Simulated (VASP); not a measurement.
**LaTe: relaxation of cell and atoms with LDA**

Crystal: LaTe.

```
La Te
1.0
     3.88167    0.00000    0.00000
     0.00000    3.88167    0.00000
     0.00000    0.00000    3.88167
La Te
1 1
Direct
  0.00000 0.00000 0.00000
  0.50000 0.50000 0.50000
```

The cell was built by a generator and needn't be a form met in nature.

| Item | Value |
| --- | --- |
| Program | VASP 6.6.1 |
| Task | relaxation of cell and atoms |
| Functional | LDA |
| Potentials or basis | VASP PAW LDA potentials, release 64 (La, Te) |
| Cutoff | 600 eV |
| k mesh | 4 × 4 × 4 |
| Occupations | gaussian, width 0.2 eV |
| Spin | no spin polarisation |
| Dipole correction | no |
| Further INCAR settings | ALGO = Fast; EDIFF = 1e-06; IBRION = 2; EDIFFG = -0.005; NSW = 80; ISIF = 3 |

* Relaxed volume: 28.34 Å³/atom
* Relaxed cell: a = 3.841 Å, b = 3.841 Å, c = 3.841 Å, α = 90.00°, β = 90.00°, γ = 90.00°
* Space group after relaxing (to 0.05 Å): Pm-3m (No. 221)
* Energy gained by relaxing: 6.0 meV/atom
* Ionic steps: 3
* Pressure after relaxing: 0.0 GPa
* Band gap on the k mesh: none (metal or under the smearing width)

The path:
| step | energy change (eV) | largest force (eV/Å) | pressure (GPa) | volume (Å³) |
| --- | --- | --- | --- | --- |
| 1 | 0.0000 | 0.0000 | -2.07 | 58.49 |
| 2 | -0.0046 | 0.0000 | 1.85 | 55.34 |
| 3 | -0.0120 | 0.0000 | 0.00 | 56.68 |

Final structure:
```
CELL_PARAMETERS angstrom
3.84137 0.00000 0.00000
0.00000 3.84137 0.00000
0.00000 0.00000 3.84137
ATOMIC_POSITIONS crystal
La 0.00000 0.00000 0.00000
Te 0.50000 0.50000 0.50000
```

Levels at points of the mesh, in eV from the Fermi level:
```tsv
k point	band 7	band 8	band 9	band 10	band 11	band 12
(0.00, 0.00, 0.00)	-1.43	-1.43	-1.40	-1.40	1.42	1.43
(0.50, 0.00, 0.00)	-2.33	-2.33	-0.49	0.87	1.35	1.45
(0.50, 0.50, 0.00)	-3.64	-1.12	-0.84	1.38	1.38	1.69
(0.50, 0.50, 0.50)	-5.22	-5.22	1.47	1.47	1.49	1.72
```

Run time: 27 s on 1 thread of Intel(R) Xeon(R) Platinum 8488C (Sapphire Rapids) (shared host), peak memory 0.17 GiB.

Caveat: the k mesh is coarse (spacing up to 0.40 Å⁻¹), so the values aren't converged. Spin-orbit coupling is left out, which matters for the levels of La, Te.
